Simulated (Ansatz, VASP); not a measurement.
In3B: VASP beside Ansatz

```xyz
4
Lattice="4.4359 0.0000 0.0000 0.0000 4.4359 0.0000 0.0000 0.0000 4.4359" Properties=species:S:1:pos:R:3 pbc="T T T"
In    0.0000    2.2179    2.2179
In    2.2179    0.0000    2.2179
In    2.2179    2.2179    0.0000
B     0.0000    0.0000    0.0000
```

The cell comes from a database or a generator and needn't be the stable form of this composition.

Alike in both runs: task relaxation of cell and atoms; functional PBE; k mesh 10 × 10 × 10; occupations gaussian, width 0.1 eV; no spin polarisation.

|  | VASP | Ansatz |
| --- | --- | --- |
| version | VASP 6.6.1 | Ansatz 0.2.0 |
| potentials or method | VASP PAW PBE potentials, release 64 (In_d, B) | scalar-relativistic, plane waves, PAW |
| plane-wave cutoff (eV) | 600 | 420 |
| valence electrons in the cell | 42 | 42 |

```csv
,VASP,Ansatz,Ansatz less VASP
"gap on the k mesh at the Fermi level, each at its own relaxed structure (eV)",none,none,-
relaxed volume (Å³/atom),22.12,22.13,+0.004
relaxed cell length with the largest relative difference (Å),4.456,4.456,+0.0003
```

A gap of «none» marks a metal or a gap that the smearing closes.
